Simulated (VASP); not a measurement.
Input:

```
CELL_PARAMETERS angstrom
      2.10266    -3.64192     0.00000
      2.10266     3.64192     0.00000
      0.00000     0.00000     6.82997
ATOMIC_POSITIONS crystal
  Cd 0.66667 0.33333 0.50000
  Cd 0.33333 0.66667 0.00000
  S  0.66667 0.33333 0.87700
  S  0.33333 0.66667 0.37700
```

Computed with PW91 GGA, VASP's PBE PAW potentials (set 64) (plane waves; VASP 6.6.1). Settings: 520 eV cut-off, Gaussian smearing of 0.050 eV, potentials Cd S.

Problem. Estimate the band gap (along the path) with the smallest direct gap where there is one.

Solution. 
band gap (along the path): 1.09 eV
smallest direct gap (along the path): 1.09 eV

Total energies compare only between runs with the same potentials, cut-off and functional.

The compound is CdS in the wurtzite structure. It was relaxed first.
